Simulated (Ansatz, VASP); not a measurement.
# Cross-check of TiO2 (Anatase) between VASP and Ansatz, part 2 of 2

Wanted: the spread between two codes on one cell, functional and k mesh. The cell is taken from a series of VASP runs on this material, whose earlier steps may have relaxed, scaled or displaced it; both programs get it as it stands.

VASP 6.6.1 and Ansatz 0.2.0.

So far. Step 4 (Differences): The walks stopped with -0.02 GPa left in Ansatz and 0.04 GPa in VASP; each walk ends within a tolerance, so the volume difference is uncertain by about these residues over the bulk modulus, most in soft cells.

### Step 5. VASP: single point, PBE

Level of this step: PBE, no spin polarisation; plane waves and PAW (Ti_sv, O) (VASP).

With cell and atoms fixed, the geometry can't cause a difference; cores, projectors, grids and the points listed under the comparison can.

File INCAR:

```
SYSTEM = TiO2
PREC = Accurate
ENCUT = 520
EDIFF = 1E-06
NELM = 100
ISMEAR = 0
SIGMA = 0.05
LREAL = .FALSE.
ALGO = Normal
GGA = PE
NBANDS = 30
LASPH = .TRUE.
LORBIT = 11
LWAVE = .FALSE.
LCHARG = .TRUE.
ISIF = 2
LELF = .TRUE.
LVHAR = .TRUE.
```

File POSCAR:

```
TiO2
1.0
   -1.9015196885      1.9015196885      4.8532805908
    1.9015196885     -1.9015196885      4.8532805908
    1.9015196885      1.9015196885     -4.8532805908
Ti O
2 4
Direct
    0.0000000000      0.0000000000      0.0000000000
    0.7500000000      0.2500000000      0.5000000000
    0.2065503743      0.2065503743      0.0000000000
    0.9565503743      0.4565503743      0.5000000000
    0.5434496257      0.0434496257      0.5000000000
    0.7934496257      0.7934496257      0.0000000000
```

File KPOINTS:

```
Automatic mesh
0
Gamma
8 8 8
0 0 0
```

The projector-augmented-wave data sets are Ti_sv and O (PBE family, release 64).

On the command line:

```sh
> mpirun -np 4 vasp_std
```

Numbers of over 12 decimals in the logs are rounded to 6 here.

The program printed:

```text
[banner, memory and clock lines left out]
running    4 mpi-ranks, on    1 nodes
[...]
LDA part: xc-table for (Slater+PW92), standard interpolation
|                                                                             |
|           W    W    AA    RRRRR   N    N  II  N    N   GGGG   !!!           |
|           W    W   A  A   R    R  NN   N  II  NN   N  G    G  !!!           |
|           W    W  A    A  R    R  N N  N  II  N N  N  G       !!!           |
|           W WW W  AAAAAA  RRRRR   N  N N  II  N  N N  G  GGG   !            |
|           WW  WW  A    A  R   R   N   NN  II  N   NN  G    G                |
|           W    W  A    A  R    R  N    N  II  N    N   GGGG   !!!           |
|                                                                             |
|     The number of bands has been changed from the values supplied in        |
|     The orbitals not found in the WAVECAR file will be initialized with     |
|     random numbers, which is usually adequate. For correlated               |
|     calculations, however, you should redo the groundstate calculation.     |
|     I found NBANDS = 30. Now, NBANDS = 32.                                  |
|                                                                             |

 POSCAR, INCAR and KPOINTS ok, starting setup
[...]
entering main loop
       N       E                     dE             d eps       ncg     rms          rms(c)
DAV:   1     0.659153378997E+03    0.65915E+03   -0.24383E+04  3776   0.173E+03
DAV:   2     0.296202656207E+02   -0.62953E+03   -0.58653E+03  4144   0.517E+02
DAV:   3    -0.667202004963E+02   -0.96340E+02   -0.94677E+02  5312   0.193E+02
DAV:   4    -0.711675070187E+02   -0.44473E+01   -0.44399E+01  5664   0.405E+01
[...]
DAV:  14    -0.538655014131E+02    0.51900E-04   -0.17277E-04  4992   0.103E-01    0.139E-02
DAV:  15    -0.538655010165E+02    0.39660E-06   -0.16679E-05  5576   0.335E-02    0.584E-03
DAV:  16    -0.538655014525E+02   -0.43601E-06   -0.11604E-06  3208   0.106E-02
   1 F= -.53865501E+02 E0= -.53865501E+02  d E =-.128395E-22
```

OUTCAR, selected parts (step 5):

```text
  Total        0.0354235      0.0354235      0.0291750      0.0000000      0.0000000      0.0000000
  in kB        0.8085462      0.8085462      0.6659235      0.0000000      0.0000000      0.0000000
  external PRESSURE =       0.7610053 kB  Pullay stress =       0.0000000 kB

 POSITION                                       TOTAL-FORCE (eV/Angst)
 -----------------------------------------------------------------------------------
      0.00000      0.00000      0.00000         0.000000      0.000000      0.000000
      0.00000      1.90152      2.42664         0.000000      0.000000     -0.000000
      0.00000      0.00000      2.00489         0.000000      0.000000     -0.004450
      0.00000      1.90152      4.43153        -0.000000     -0.000000     -0.004450
     -0.00000      1.90152      0.42175         0.000000      0.000000      0.004450
      0.00000      0.00000      7.70167        -0.000000     -0.000000      0.004450
 -----------------------------------------------------------------------------------
    total drift:                                0.000000      0.000000      0.000000

  FREE ENERGIE OF THE ION-ELECTRON SYSTEM (eV)
  ---------------------------------------------------
  free  energy   TOTEN  =       -53.8655014525 eV

  energy  without entropy=      -53.8655014525  energy(sigma->0) =      -53.86550145

[... 1 part as in an earlier step ...]

[... 2 further parts left out ...]
[key lines of the parts left out:]
E-fermi :   3.4274
```

The run ends at a pressure of 0.08 GPa, with forces up to 0.0044 eV/Å.

### Step 6. Ansatz: single point, PBE

The same cell, functional, mesh and smearing now go to Ansatz, which takes its cutoff from its data sets.

The cell is taken from a series of VASP runs on this material, whose earlier steps may have relaxed, scaled or displaced it; both programs get it as it stands.

File input.yaml:

```yaml
crystal:
  lattice:
    - [-1.9015196885, 1.9015196885, 4.8532805908]
    - [1.9015196885, -1.9015196885, 4.8532805908]
    - [1.9015196885, 1.9015196885, -4.8532805908]
  atoms:
    - { symbol: Ti, position: [0.0, 0.0, 0.0] }
    - { symbol: Ti, position: [0.75, 0.25, 0.5] }
    - { symbol: O, position: [0.2065503743, 0.2065503743, 0.0] }
    - { symbol: O, position: [0.9565503743, 0.4565503743, 0.5] }
    - { symbol: O, position: [0.5434496257, 0.0434496257, 0.5] }
    - { symbol: O, position: [0.7934496257, 0.7934496257, 0.0] }
hamiltonian:
  xc: pbe
  pseudopotentials: { kind: paw }
kpoints:
  mp_grid: { grid: [8, 8, 8] }
scf:
  occupations: { method: gaussian, width: 0.05 }
  n_extra_bands: 5
output:
  forces: true
  stress: true
  eigenvalues: true
```

On the command line:

```sh
> ansatz run input.yaml --threads 4 --pin off --max-ram 9216MiB --backend cpu --events-out ev --progress --plain --runs-dir out
```

The program printed:

```text
[...]
Crystal: 6 atoms, lattice volume = 70.194 Å³
Basis set: ecut = 420 eV, 1365 PW (Γ), FFT grids on a1+a3, a2+a3, a3, exchange–correlation on 54×54×80 points (8 copies of the dense FFT grid, shifted against one another)
Bands: 29, of which v1, the nominal top of the filled ones, is band 24 counted from 1 (23 counted from 0)
Symmetry: 16 space group operations
[...]
k-point 0: bands = [... 20 lower, 6.1423, 6.1543, 6.5193, 6.5193, 9.0544, 9.7187, 10.8983, 10.8983, ... 1 higher]
  k-point 1: bands = [... 20 lower, 5.8413, 5.8589, 6.2307, 6.6748, 9.6405, 9.7991, 10.3354, 10.6267, ... 1 higher]
  k-point 2: bands = [... 20 lower, 5.1992, 5.9866, 6.3617, 6.7396, 9.8225, 9.9924, 10.3818, 10.5561, ... 1 higher]
  k-point 58: bands = [... 20 lower, 5.7021, 5.7021, 6.8342, 6.8342, 9.3759, 9.3759, 10.6295, 10.6295, ... 1 higher]
[key lines of the parts left out:]
SCF converged after 6 iterations
Free energy (F): -7277.499554 eV
Fermi energy:    7.980890 eV
P = ⅓ Tr σ = -0.6195 GPa (-6.195 kbar)
```

The job ended after 1.8 s (4 threads of Arm Neoverse V1, shared host; peak memory 0.4 GiB).

The run ends at a pressure of -0.62 GPa, with forces up to 0.023 eV/Å.

### Step 7. Differences

Both answers:

| quantity | Ansatz | VASP | difference |
| --- | --- | --- | --- |
| pressure (GPa) | -0.62 | 0.08 | -0.70 |
| pressure without Ansatz's Pulay correction (GPa) | -1.29 | 0.08 | -1.36 |
| gap on the k mesh (eV) | 2.149 | 2.126 | +0.023 |

At this near-relaxed geometry the largest component of a force difference is 18 meV/Å. A gap on the mesh is an upper bound, since the band edges may lie between its points. Ansatz's pressure holds a Pulay correction of 0.67 GPa; VASP's holds none.

### Step 8. VASP: band structure, PBE

Levels along a path test the potential and the projectors away from the mesh points.

File INCAR:

```
SYSTEM = TiO2
PREC = Accurate
ENCUT = 520
EDIFF = 1E-06
NELM = 100
ISMEAR = 0
SIGMA = 0.05
LREAL = .FALSE.
ALGO = Normal
GGA = PE
NBANDS = 40
LASPH = .TRUE.
LORBIT = 11
LWAVE = .FALSE.
LCHARG = .FALSE.
KPAR = 4
```

POSCAR is that of step 5.

KPOINTS is that of step 5.

File KPOINTS_OPT:

```
Line mode
16
Line-mode
Reciprocal
  0.00000000   0.00000000   0.00000000 GAMMA
  0.00000000   0.00000000   0.50000000 X

  0.00000000   0.00000000   0.50000000 X
 -0.07675397   0.07675397   0.50000000 Y

 -0.07675397   0.07675397   0.50000000 Y
 -0.28837699   0.28837699   0.28837699 S

 -0.28837699   0.28837699   0.28837699 S
  0.00000000   0.00000000   0.00000000 GAMMA

  0.00000000   0.00000000   0.00000000 GAMMA
  0.50000000   0.50000000  -0.50000000 Z

  0.50000000   0.50000000  -0.50000000 Z
  0.28837699   0.71162301  -0.28837699 S1

  0.28837699   0.71162301  -0.28837699 S1
  0.00000000   0.50000000   0.00000000 N

  0.00000000   0.50000000   0.00000000 N
  0.25000000   0.25000000   0.25000000 P

  0.25000000   0.25000000   0.25000000 P
  0.50000000   0.50000000  -0.07675397 Y1

  0.50000000   0.50000000  -0.07675397 Y1
  0.50000000   0.50000000  -0.50000000 Z

  0.00000000   0.00000000   0.50000000 X
  0.25000000   0.25000000   0.25000000 P
```

On the command line:

```sh
> mpirun -np 4 vasp_std
```

The program printed:

```text
[... set-up lines as in an earlier step ...]
 entering main loop
       N       E                     dE             d eps       ncg     rms          rms(c)
DAV:   1     0.634843811846E+03    0.63484E+03   -0.23059E+04  4720   0.138E+03
DAV:   2     0.155848894238E+02   -0.61926E+03   -0.56076E+03  4904   0.437E+02
DAV:   3    -0.664186563781E+02   -0.82004E+02   -0.80353E+02  6208   0.159E+02
DAV:   4    -0.711789362860E+02   -0.47603E+01   -0.47382E+01  6984   0.340E+01
[...]
DAV:  17    -0.538655030116E+02    0.67051E-05   -0.42806E-06  5552   0.273E-02    0.122E-02
DAV:  18    -0.538655016484E+02    0.13631E-05   -0.27734E-06  4904   0.922E-03    0.267E-03
DAV:  19    -0.538655016522E+02   -0.37599E-08   -0.15520E-07  3224   0.244E-03
   1 F= -.53865502E+02 E0= -.53865502E+02  d E =-.175858E-10
 Start KPOINTS_OPT (optional k-point list driver)
k-point batch [1-59\176]
       N       E                     dE             ncg
DAV:   1    -0.795045418017E+03   -0.80659E+05     4720
DAV:   2    -0.342559330152E+05   -0.33461E+05     4848
DAV:   3    -0.385764337447E+05   -0.43205E+04     6296
DAV:   4    -0.388840343336E+05   -0.30760E+03     7008
DAV:   5    -0.388941737414E+05   -0.10139E+02     5632
DAV:   6    -0.388943406574E+05   -0.16692E+00     6448
DAV:   7    -0.388943441227E+05   -0.34653E-02     5616
DAV:   8    -0.388943441738E+05   -0.51153E-04     5304
DAV:   9    -0.388943441748E+05   -0.95698E-06     3344
[...]
k-point batch [119-176\176]
       N       E                     dE             ncg
DAV:   1     0.611905962894E+03   -0.94581E+05     4640
DAV:   2    -0.322639527203E+05   -0.32876E+05     4736
DAV:   3    -0.365539377905E+05   -0.42900E+04     6240
DAV:   4    -0.368586822763E+05   -0.30474E+03     6704
[...]
DAV:   8    -0.368682115361E+05   -0.43350E-04     5000
DAV:   9    -0.368682115375E+05   -0.14563E-05     3504
DAV:  10    -0.368682115377E+05   -0.14793E-06     3544
```

OUTCAR, selected parts (step 8):

```text
  Total        0.0206470      0.0206470      0.0168144      0.0000000     -0.0000000      0.0000000
  in kB        0.4712715      0.4712715      0.3837916      0.0000000     -0.0000000      0.0000000
  external PRESSURE =       0.4421115 kB  Pullay stress =       0.0000000 kB

 POSITION                                       TOTAL-FORCE (eV/Angst)
 -----------------------------------------------------------------------------------
      0.00000      0.00000      0.00000         0.000000      0.000000      0.000000
      0.00000      1.90152      2.42664         0.000000      0.000000      0.000000
      0.00000      0.00000      2.00489        -0.000000     -0.000000     -0.004472
      0.00000      1.90152      4.43153         0.000000      0.000000     -0.004472
     -0.00000      1.90152      0.42175        -0.000000     -0.000000      0.004472
      0.00000      0.00000      7.70167        -0.000000     -0.000000      0.004472
 -----------------------------------------------------------------------------------
    total drift:                                0.000000      0.000000      0.000000

  FREE ENERGIE OF THE ION-ELECTRON SYSTEM (eV)
  ---------------------------------------------------
  free  energy   TOTEN  =       -53.8655016522 eV

  energy  without entropy=      -53.8655016522  energy(sigma->0) =      -53.86550165

[... 1 part as in an earlier step ...]

[... 2 further parts left out ...]
[key lines of the parts left out:]
E-fermi :   3.2975
```

The run ends at a pressure of 0.04 GPa, with forces up to 0.0045 eV/Å.

### Step 9. Ansatz: band structure, PBE

The same cell, functional, mesh and smearing now go to Ansatz, which takes its cutoff from its data sets.

The cell is taken from a series of VASP runs on this material, whose earlier steps may have relaxed, scaled or displaced it; both programs get it as it stands.

input.yaml, the sections that differ from step 6:

```yaml
kpoints:
  mp_grid: { grid: [8, 8, 8] }
  band_path:
    path:
      - [0.0, 0.0, 0.0]
      - [0.0, 0.0, 0.2]
      - [0.0, 0.0, 0.4]
      - [0.0, 0.0, 0.43333]
      - [-0.01023, 0.01023, 0.5]
      - [-0.04094, 0.04094, 0.5]
      - [-0.07164, 0.07164, 0.5]
      - [-0.13319, 0.13319, 0.44357]
      - [-0.21784, 0.21784, 0.35892]
      - [-0.28838, 0.28838, 0.28838]
      - [-0.17303, 0.17303, 0.17303]
      - [-0.05768, 0.05768, 0.05768]
      - [0.06667, 0.06667, -0.06667]
      - [0.26667, 0.26667, -0.26667]
      - [0.46667, 0.46667, -0.46667]
      - [0.44357, 0.55643, -0.44357]
      - [0.35892, 0.64108, -0.35892]
      - [0.28838, 0.71162, -0.28838]
      - [0.17303, 0.62697, -0.17303]
      - [0.05768, 0.54232, -0.05768]
      - [0.03333, 0.46667, 0.03333]
      - [0.13333, 0.36667, 0.13333]
      - [0.23333, 0.26667, 0.23333]
      - [0.31667, 0.31667, 0.16287]
      - [0.41667, 0.41667, 0.03216]
      - [0.5, 0.5, -0.07675]
      - [0.5, 0.5, -0.24605]
      - [0.5, 0.5, -0.41535]
      - [0.03333, 0.03333, 0.46667]
      - [0.13333, 0.13333, 0.36667]
      - [0.25, 0.25, 0.25]
    npoints: 1
scf:
  occupations: { method: gaussian, width: 0.05 }
  n_extra_bands: 9
output:
  forces: true
  stress: true
  eigenvalues: true
  write_density: true
  write_potential: true
  elf: true
  volumetric_format: npy
# crystal, hamiltonian: as in step 6
```

On the command line:

```sh
> ansatz run input.yaml --threads 4 --pin off --max-ram 9216MiB --backend cpu --events-out ev --progress --plain --runs-dir out
```

The program printed:

```text
[...]
Crystal: 6 atoms, lattice volume = 70.194 Å³
Basis set: ecut = 420 eV, 1365 PW (Γ), exchange–correlation on 80×80×80 points (8 copies of the dense FFT grid, shifted against one another)
Bands: 33, of which v1, the nominal top of the filled ones, is band 24 counted from 1 (23 counted from 0)
Symmetry: 16 space group operations
[...]
k-points: 59 of 512
[...]
k-point 0: bands = [... 20 lower, 6.1422, 6.1542, 6.5193, 6.5193, 9.0544, 9.7187, 10.8982, 10.8982, ... 5 higher]
  k-point 1: bands = [... 20 lower, 5.8412, 5.8589, 6.2307, 6.6747, 9.6404, 9.7991, 10.3354, 10.6267, ... 5 higher]
  k-point 2: bands = [... 20 lower, 5.1992, 5.9865, 6.3617, 6.7396, 9.8225, 9.9923, 10.3817, 10.5561, ... 5 higher]
  k-point 58: bands = [... 20 lower, 5.7020, 5.7020, 6.8342, 6.8342, 9.3759, 9.3759, 10.6295, 10.6295, ... 5 higher]
[key lines of the parts left out:]
SCF converged after 7 iterations
Free energy (F): -7277.499554 eV
Fermi energy:    7.980842 eV
P = ⅓ Tr σ = -0.6196 GPa (-6.196 kbar)
```

Wall time 3.5 s (4 threads); peak memory 0.44 GiB.

### Step 10. Comparison

The two programs side by side:

| quantity | Ansatz | VASP | difference |
| --- | --- | --- | --- |
| pressure (GPa) | -0.62 | 0.04 | -0.66 |
| pressure without Ansatz's Pulay correction (GPa) | -1.29 | 0.04 | -1.33 |
| gap over the path points (eV) | 2.115 | 2.092 | +0.023 |

Levels at points of the path, from each program's valence-band top (eV; 4 filled, then empty):

| k (reciprocal lattice) | Ansatz | VASP |
| --- | --- | --- |
| 0.000 0.000 0.000 | -0.80 -0.79 -0.42 -0.42 2.12 2.78 3.96 | -0.80 -0.79 -0.42 -0.42 2.09 2.76 3.93 |
| 0.000 0.000 0.200 | -1.57 -1.12 -0.59 -0.20 2.88 3.10 3.27 | -1.58 -1.13 -0.60 -0.20 2.85 3.07 3.25 |
| 0.000 0.000 0.400 | -2.21 -1.31 -0.32 -0.01 3.04 3.34 3.44 | -2.21 -1.31 -0.32 -0.01 3.02 3.32 3.41 |
| 0.000 0.000 0.433 | -2.33 -1.53 -0.21 0.00 3.10 3.31 3.54 | -2.34 -1.54 -0.21 0.00 3.08 3.28 3.52 |
| -0.010 0.010 0.500 | -1.97 -1.97 -0.06 -0.06 3.21 3.21 3.68 | -1.98 -1.98 -0.06 -0.06 3.19 3.19 3.66 |
| -0.041 0.041 0.500 | -1.93 -1.93 -0.06 -0.06 3.21 3.21 3.67 | -1.93 -1.93 -0.06 -0.06 3.18 3.18 3.64 |
| -0.072 0.072 0.500 | -1.84 -1.84 -0.08 -0.08 3.19 3.19 3.64 | -1.84 -1.84 -0.08 -0.08 3.17 3.17 3.61 |
| -0.133 0.133 0.444 | -1.92 -1.30 -0.26 -0.14 3.10 3.17 3.49 | -1.92 -1.30 -0.26 -0.14 3.07 3.14 3.46 |
| -0.218 0.218 0.359 | -1.31 -0.97 -0.67 -0.60 3.13 3.15 3.47 | -1.32 -0.97 -0.67 -0.60 3.10 3.13 3.44 |
| -0.288 0.288 0.288 | -1.17 -0.90 -0.83 -0.83 3.18 3.41 3.47 | -1.17 -0.91 -0.83 -0.83 3.16 3.39 3.44 |

At this near-relaxed geometry the largest component of a force difference is 18 meV/Å. Among the levels compared at these points, filled levels agree within 6 meV and empty ones within 27 meV. Ansatz's pressure holds a Pulay correction of 0.67 GPa; VASP's holds none.

### Step 11. Other set-ups

Further runs change the set-up of one program: Ansatz's method, potentials or start, or VASP's data sets, cutoff or form of LDA. The table gives Ansatz less VASP for each quantity, since a change that brings one quantity closer may part another.

| run | r.m.s. force difference (meV/Å) | pressure (GPa) | gap over the path points (eV) |
| --- | --- | --- | --- |
| as above | 8.6 | -0.66 | 0.023 |
| Ansatz's all-electron LAPW method | 7.1 | -0.64 | 0.017 |

### Step 12. Summary of results

```yaml
difference_in_volume_relaxation_of_cell_and_atoms_pbe: -0.28 %
difference_in_gap_on_the_k_mesh_single_point_pbe: 0.023 eV
r_m_s_force_difference_single_point_pbe: 8.6 meV/Å
difference_in_pressure_single_point_pbe: -0.70 GPa
difference_in_gap_over_the_path_points_band_structure_pbe: 0.023 eV
r_m_s_force_difference_band_structure_pbe: 8.6 meV/Å
difference_in_pressure_band_structure_pbe: -0.66 GPa
```

The r.m.s. force difference is 8.6 meV/Å (single point, PBE), within the 12 meV/Å picked in this series as the mark of a large difference. Band structure, PBE, Ansatz's all-electron LAPW method: the difference in gap over the path points goes from 0.023 to 0.017 eV. Such differences can come from data sets, numerical settings and the points named under the comparisons, not from the functional's error against experiment.

[Lines on the potential files, build, host, timing and source positions are cut from VASP's logs without a mark.]

[Logs are printed without paths, hosts, clocks, repeated set-up lines and the standing remarks that a program may print on its own settings, such as how far it seeks lower states.]

[Hosts, paths, dates, database ids (printed as entryN), source tags and the programs' standing remarks are cut or masked in the printed files.]
